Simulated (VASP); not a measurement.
All values below come from PBE GGA, VASP's PBE PAW potentials (set 64) (plane waves; VASP).

The input files of a VASP run:

### POSCAR
```
WC
1
    1.4550000000    -2.5201340000     0.0000000000
    1.4550000000     2.5201340000     0.0000000000
    0.0000000000     0.0000000000     2.8400000000
W C
1 1
Direct
  0.0000000000   0.0000000000   0.0000000000
  0.3333330000   0.6666670000   0.5000000000
```

**INCAR**
```
SYSTEM = WC
PREC = Accurate
ENCUT = 520
EDIFF = 1E-6
NELM = 100
ALGO = Normal
LREAL = .FALSE.
LASPH = .TRUE.
ISMEAR = 2
SIGMA = 0.02
GGA = PE
LMAXMIX = 6
LWAVE = .FALSE.
LCHARG = .FALSE.
ISIF = 2
```

KPOINTS:
```
Automatic mesh
0
Gamma
13 13 12
0 0 0
```

POTCAR, in this order: W_sv C (PBE.64 set). Program: vasp_std.

The run wrote:

**OSZICAR**
```
       N       E                     dE             d eps       ncg     rms          rms(c)
DAV:   1     0.109378946711E+03    0.10938E+03   -0.98296E+03  3822   0.154E+03
DAV:   2    -0.216157434626E+02   -0.13099E+03   -0.12759E+03  4387   0.380E+02
DAV:   3    -0.254831076531E+02   -0.38674E+01   -0.38330E+01  4585   0.606E+01
DAV:   4    -0.255201647173E+02   -0.37057E-01   -0.37025E-01  4217   0.624E+00
DAV:   5    -0.255204827131E+02   -0.31800E-03   -0.31796E-03  4567   0.592E-01    0.323E+01
DAV:   6    -0.225376591878E+02    0.29828E+01   -0.95881E+00  4312   0.318E+01    0.856E+00
DAV:   7    -0.224718037469E+02    0.65855E-01   -0.41248E-01  4017   0.581E+00    0.614E+00
DAV:   8    -0.224454391458E+02    0.26365E-01   -0.70481E-02  4232   0.259E+00    0.887E-01
DAV:   9    -0.224444538943E+02    0.98525E-03   -0.32458E-03  4112   0.487E-01    0.142E-01
DAV:  10    -0.224444032638E+02    0.50630E-04   -0.30255E-04  4507   0.227E-01    0.635E-02
DAV:  11    -0.224444023769E+02    0.88689E-06   -0.13139E-05  4112   0.385E-02    0.957E-03
DAV:  12    -0.224444015375E+02    0.83946E-06   -0.35337E-06  4002   0.194E-02
   1 F= -.22444402E+02 E0= -.22444392E+02  d E =-.385259E-04
```

OUTCAR:
```
------------------------ aborting loop because EDIFF is reached ----------------------------------------
  FORCE on cell =-STRESS in cart. coord.  units (eV):
  Direction    XX          YY          ZZ          XY          YZ          ZX
  --------------------------------------------------------------------------------------
  Total        0.7092816      0.7092817      0.5817967      0.0000000      0.0000000      0.0000000
  in kB       54.5625080     54.5625112     44.7555447      0.0000000      0.0000000      0.0000000
  external PRESSURE =      51.2935213 kB  Pullay stress =       0.0000000 kB
  volume of cell :       20.83
      direct lattice vectors                 reciprocal lattice vectors
     1.455000000 -2.520134000  0.000000000     0.343642612 -0.198402148  0.000000000
     1.455000000  2.520134000  0.000000000     0.343642612  0.198402148  0.000000000
     0.000000000  0.000000000  2.840000000     0.000000000  0.000000000  0.352112676
 POSITION                                       TOTAL-FORCE (eV/Angst)
 -----------------------------------------------------------------------------------
      0.00000      0.00000      0.00000        -0.000000      0.000000      0.000000
      1.45500      0.84005      1.42000         0.000000      0.000000      0.000000
 -----------------------------------------------------------------------------------
    total drift:                                0.000000     -0.000385      0.000000
  FREE ENERGIE OF THE ION-ELECTRON SYSTEM (eV)
  ---------------------------------------------------
  free  energy   TOTEN  =       -22.4444015375 eV

  energy  without entropy=      -22.4443630116  energy(sigma->0) =      -22.44439191
```
(Selected blocks of OUTCAR.)

The compound is WC in the wc structure. The cell was not relaxed at this level. The run is one of a series of settings (ISMEAR = 2, SIGMA = 0.02 against the base run), some of them coarse on purpose.
